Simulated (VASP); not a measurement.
Computed with optB86b-vdW, VASP's PBE PAW potentials (set 64) (plane waves; VASP 6.6.1).

VASP input:

**KPOINTS**
```
k-points along high-symmetry lines
10
Line-mode
Reciprocal
  0.000000   0.000000   0.000000 ! GAMMA
  0.000000   0.000000   0.500000 ! X

  0.000000   0.000000   0.500000 ! X
  0.250000   0.250000   0.250000 ! P

  0.250000   0.250000   0.250000 ! P
  0.000000   0.500000   0.000000 ! N

  0.000000   0.500000   0.000000 ! N
  0.000000   0.000000   0.000000 ! GAMMA

  0.000000   0.000000   0.000000 ! GAMMA
  0.500000   0.500000  -0.500000 ! M

  0.500000   0.500000  -0.500000 ! M
  0.289601   0.710399  -0.289601 ! S

 -0.289601   0.289601   0.289601 ! S_0
  0.000000   0.000000   0.000000 ! GAMMA

  0.000000   0.000000   0.500000 ! X
 -0.079203   0.079203   0.500000 ! R

  0.500000   0.500000  -0.079203 ! G
  0.500000   0.500000  -0.500000 ! M
```

INCAR:
```
EDIFF  =  1E-7   ! SCF stop (eV)
AGGAC  =  0.0
SIGMA  =  0.05   ! width (eV)
LORBIT  =  11   ! lm-projected
NELM  =  100   ! most electronic steps
PREC  =  Accurate
LMAXMIX  =  4   ! l cut-off of mixed one-centre charges
LREAL  =  .FALSE.
ICHARG  =  11   ! fixed density
LWAVE  =  .FALSE.
ALGO  =  Normal
LASPH  =  .TRUE.   ! aspherical one-centre terms
GGA  =  MK
PARAM1  =  0.1234
PARAM2  =  1.0
ENCUT  =  520
LUSE_VDW  =  .TRUE.
SYSTEM  =  TiO2
ISMEAR  =  0   ! Gaussian
LCHARG  =  .FALSE.
```

File POSCAR:
```
TiO2
1
   -1.8968885762     1.8968885762     4.7875786864
    1.8968885762    -1.8968885762     4.7875786864
    1.8968885762     1.8968885762    -4.7875786864
Ti O
2 4
Direct
  0.7500000000   0.2500000000   0.5000000000
  0.0000000000   0.0000000000   0.0000000000
  0.5416545990   0.0416545990   0.5000000000
  0.7916545990   0.7916545990   0.0000000000
  0.2083454010   0.2083454010   0.0000000000
  0.9583454010   0.4583454010   0.5000000000
```

POTCAR, in this order: Ti_sv O (PBE.64 set). Program: vasp_std. Read from the step before: CHGCAR.

What VASP printed:

### OUTCAR
```
 ion  position               nearest neighbor table
   1  0.750  0.250  0.500-   4 1.94   5 1.94   4 1.94   5 1.94   3 1.99   6 1.99
   2  0.000  0.000  0.000-   3 1.94   6 1.94   3 1.94   6 1.94   5 1.99   4 1.99
   3  0.542  0.042  0.500-   2 1.94   2 1.94   1 1.99
   4  0.792  0.792  0.000-   1 1.94   1 1.94   2 1.99
   5  0.208  0.208  0.000-   1 1.94   1 1.94   2 1.99
   6  0.958  0.458  0.500-   2 1.94   2 1.94   1 1.99
  LATTYP: Found a body centered tetragonal cell.
 ALAT       =     3.7937771524
 C/A-ratio  =     2.5239113918
 Subroutine PRICEL returns:
 Original cell was already a primitive cell.
 Subroutine GETGRP returns: Found 16 space group operations
The static configuration has the point symmetry D_2d.
 The point group associated with its full space group is D_4h.
The dynamic configuration has the point symmetry D_2d.
 Subroutine INISYM returns: Found 16 space group operations
   k-points           NKPTS =     90   k-points in BZ     NKDIM =     90   number of bands    NBANDS=     28
   number of dos      NEDOS =    301   number of ions     NIONS =      6
   total plane-waves  NPLWV =  74088
   dimension x,y,z NGX =    42 NGY =   42 NGZ =   42
   dimension x,y,z NGXF=    84 NGYF=   84 NGZF=   84
   ions per type =               2   4
   PREC   = accura    normal or accurate (medium, high low for compatibility)
   ISTART =      0    job   : 0-new  1-cont  2-samecut
...
```

### OSZICAR
```
       N       E                     dE             d eps       ncg     rms          rms(c)
DAV:   1     0.629555564768E+03    0.62956E+03   -0.25738E+04  5040   0.203E+03
DAV:   2     0.604133838984E+02   -0.56914E+03   -0.55229E+03  5248   0.569E+02
DAV:   3    -0.351894614188E+02   -0.95603E+02   -0.90512E+02  8204   0.192E+02
DAV:   4    -0.415785053298E+02   -0.63890E+01   -0.62938E+01  7212   0.507E+01
DAV:   5    -0.418815338439E+02   -0.30303E+00   -0.30221E+00  7192   0.853E+00
DAV:   6    -0.418873268205E+02   -0.57930E-02   -0.57883E-02  6556   0.134E+00
DAV:   7    -0.418875734225E+02   -0.24660E-03   -0.24650E-03  7176   0.227E-01
DAV:   8    -0.418875784754E+02   -0.50529E-05   -0.50507E-05  6676   0.298E-02
DAV:   9    -0.418875786650E+02   -0.18961E-06   -0.18965E-06  6364   0.498E-03
DAV:  10    -0.418875786695E+02   -0.45156E-08   -0.44647E-08  3792   0.838E-04
   1 F= -.41887579E+02 E0= -.41887579E+02  d E =-.618277E-20
```

**OUTCAR**
```
 val. band max:        3.1792589824   @ k =   0.0000   0.0000   0.4444

 cond. band min:       5.2285708266   @ k =   0.0000   0.0000   0.0000



 k-point     1 :       0.0000    0.0000    0.0000
  band No.  band energies     occupation
      1     -53.1249      2.00000
      2     -53.0675      2.00000
      3     -29.6813      2.00000
      4     -29.4508      2.00000
      5     -29.4508      2.00000
      6     -29.3835      2.00000
      7     -29.3835      2.00000
      8     -29.3086      2.00000
      9     -14.3568      2.00000
     10     -13.3612      2.00000
     11     -13.2341      2.00000
     12     -12.8914      2.00000
     13      -0.7216      2.00000
     14      -0.6052      2.00000
     15      -0.6052      2.00000
     16      -0.2654      2.00000
     17       1.1087      2.00000
     18       1.1087      2.00000
     19       1.1789      2.00000
     20       2.3781      2.00000
     21       2.3781      2.00000
     22       2.3811      2.00000
     23       2.6965      2.00000
     24       2.6965      2.00000
     25       5.2286      0.00000
     26       5.9389      0.00000
     27       7.0566      0.00000
     28       7.0737      0.00000

 k-point     2 :       0.0000    0.0000    0.0556
  band No.  band energies     occupation
      1     -53.1243      2.00000
      2     -53.0678      2.00000
      3     -29.6810      2.00000
      4     -29.4566      2.00000
      5     -29.4527      2.00000
      6     -29.3865      2.00000
      7     -29.3836      2.00000
      8     -29.3072      2.00000
      9     -14.3272      2.00000
     10     -13.3430      2.00000
     11     -13.2218      2.00000
     12     -12.8831      2.00000
     13      -0.7286      2.00000
     14      -0.6746      2.00000
     15      -0.6426      2.00000
     16      -0.2634      2.00000
     17       1.0440      2.00000
     18       1.1415      2.00000
     19       1.2179      2.00000
     20       2.3012      2.00000
     21       2.3147      2.00000
...
```

The density is held fixed in this step, so its total energy and stress have no physical meaning.

The compound is TiO2 in the anatase structure, one of several forms; rutile is the usual stable one. It was relaxed first.
